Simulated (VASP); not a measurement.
Calculation: r2SCAN meta-GGA, VASP's PBE PAW potentials (set 64) (plane waves; VASP).

VASP ran on this input.

INCAR:
```
ALGO  =  Normal
EDIFF  =  1E-6
EDIFFG  =  -0.02
ENCUT  =  620
IBRION  =  2
ISIF  =  3
ISMEAR  =  0
LASPH  =  T
LCHARG  =  F
LMIXTAU  =  T
LREAL  =  F
LWAVE  =  F
METAGGA  =  R2SCAN
NELM  =  100
NSW  =  40
PREC  =  Accurate
SIGMA  =  0.05
SYSTEM  =  BN
```

### KPOINTS
```
Automatic mesh
0
Gamma
10 10 4
0 0 0
```

POSCAR:
```
BN
1.0
  1.2515309384  -2.1677155609   0.0000000000
  1.2515309384   2.1677155609   0.0000000000
  0.0000000000   0.0000000000   6.7645586847
B N
2 2
Cart
  1.2515309384   0.7225732988   1.6911396712
  1.2515309384  -0.7225732988   5.0734190135
  1.2515309384  -0.7225732988   1.6911396712
  1.2515309384   0.7225732988   5.0734190135
```

POTCAR, in this order: B N (PBE.64 set). Program: vasp_std.

The resulting files:

**OSZICAR**
```
       N       E                     dE             d eps       ncg     rms          rms(c)
DAV:   1     0.701635892843E+02    0.70164E+02   -0.94280E+03  1008   0.145E+03
DAV:   2    -0.415134985576E+02   -0.11168E+03   -0.10203E+03  1464   0.311E+02
DAV:   3    -0.466477981094E+02   -0.51343E+01   -0.50909E+01  1288   0.709E+01
DAV:   4    -0.467038470364E+02   -0.56049E-01   -0.56005E-01  1248   0.754E+00
DAV:   5    -0.467046363506E+02   -0.78931E-03   -0.78924E-03  1236   0.890E-01    0.110E+01
DAV:   6    -0.404510789037E+02    0.62536E+01   -0.63691E+00  1164   0.219E+01    0.572E+00
DAV:   7    -0.381185392398E+02    0.23325E+01   -0.66388E-01  1272   0.927E+00    0.291E+00
DAV:   8    -0.403111061828E+02   -0.21926E+01   -0.17324E+00  1068   0.123E+01    0.191E+00
DAV:   9    -0.388439170318E+02    0.14672E+01   -0.52893E-01  1032   0.898E+00    0.276E-01
DAV:  10    -0.385976600045E+02    0.24626E+00   -0.84221E-02  1060   0.334E+00    0.193E-01
DAV:  11    -0.385297157644E+02    0.67944E-01   -0.23305E-02  1040   0.186E+00    0.162E-01
DAV:  12    -0.385129471104E+02    0.16769E-01   -0.23192E-02  1016   0.187E+00    0.119E-01
DAV:  13    -0.385738128933E+02   -0.60866E-01   -0.14778E-02  1076   0.138E+00    0.738E-02
DAV:  14    -0.385989061645E+02   -0.25093E-01   -0.34641E-03  1060   0.813E-01    0.177E-02
DAV:  15    -0.385997430622E+02   -0.83690E-03   -0.43839E-04  1228   0.304E-01    0.543E-03
DAV:  16    -0.385997854116E+02   -0.42349E-04   -0.15832E-05  1232   0.530E-02    0.480E-03
DAV:  17    -0.385998026681E+02   -0.17256E-04   -0.49174E-06  1196   0.243E-02    0.257E-03
DAV:  18    -0.385998109647E+02   -0.82966E-05   -0.23652E-06  1128   0.203E-02    0.142E-03
DAV:  19    -0.385998116919E+02   -0.72716E-06   -0.24649E-07   816   0.659E-03
   1 F= -.38599812E+02 E0= -.38599812E+02  d E =-.385998E+02
```

File OUTCAR:
```
------------------------ aborting loop because EDIFF is reached ----------------------------------------
  FORCE on cell =-STRESS in cart. coord.  units (eV):
  Direction    XX          YY          ZZ          XY          YZ          ZX
  --------------------------------------------------------------------------------------
  Total       -0.0515084     -0.0515084      0.0602767     -0.0000000     -0.0000000      0.0000000
  in kB       -2.2484073     -2.2484081      2.6311562     -0.0000000     -0.0000000      0.0000000
  external PRESSURE =      -0.6218864 kB  Pullay stress =       0.0000000 kB
  volume of cell :       36.70
      direct lattice vectors                 reciprocal lattice vectors
     1.251530938 -2.167715561  0.000000000     0.399510699 -0.230657568  0.000000000
     1.251530938  2.167715561  0.000000000     0.399510699  0.230657568  0.000000000
     0.000000000  0.000000000  6.764558685     0.000000000  0.000000000  0.147829304
  FREE ENERGIE OF THE ION-ELECTRON SYSTEM (eV)
  ---------------------------------------------------
  free  energy   TOTEN  =       -38.5998116919 eV

  energy  without entropy=      -38.5998116919  energy(sigma->0) =      -38.59981169

 reached required accuracy - stopping structural energy minimisation
```
(Selected blocks of OUTCAR.)

### OUTCAR
```
 val. band max:        1.8995434531   @ k =   0.3000   0.3000   0.0000

 cond. band min:       6.7680254381   @ k =   0.5000   0.0000   0.0000


 Fermi energy:         2.1621370947

 k-point     1 :       0.0000    0.0000    0.0000
  band No.  band energies     occupation
      1     -16.9135      2.00000
      2     -16.6617      2.00000
      3      -4.4324      2.00000
      4      -2.4319      2.00000
      5       0.5165      2.00000
      6       0.5166      2.00000
      7       0.5488      2.00000
      8       0.5489      2.00000
      9       7.3728      0.00000
     10      12.6958      0.00000
     11      14.1831      0.00000
     12      14.1836      0.00000

 k-point     2 :       0.1000    0.0000    0.0000
  band No.  band energies     occupation
      1     -16.7104      2.00000
      2     -16.4642      2.00000
      3      -4.1535      2.00000
      4      -2.1790      2.00000
      5      -0.3126      2.00000
      6      -0.2855      2.00000
      7       0.1348      2.00000
      8       0.1724      2.00000
      9       7.7334      0.00000
     10      12.5976      0.00000
     11      13.9520      0.00000
     12      14.2064      0.00000

 k-point     3 :       0.2000    0.0000    0.0000
  band No.  band energies     occupation
      1     -16.1180      2.00000
      2     -15.8894      2.00000
      3      -3.3328      2.00000
      4      -2.2914      2.00000
      5      -2.2514      2.00000
      6      -1.4443      2.00000
      7      -0.7238      2.00000
      8      -0.6776      2.00000
      9       8.6632      0.00000
     10      12.0303      0.00000
     11      13.3403      0.00000
     12      13.4455      0.00000

 k-point     4 :       0.3000    0.0000    0.0000
  band No.  band energies     occupation
      1     -15.2064      2.00000
      2     -15.0106      2.00000
      3      -4.5911      2.00000
      4      -4.5276      2.00000
      5      -2.0360      2.00000
      6      -1.5981      2.00000
...
```

The compound is BN in the hex structure. It was relaxed first.
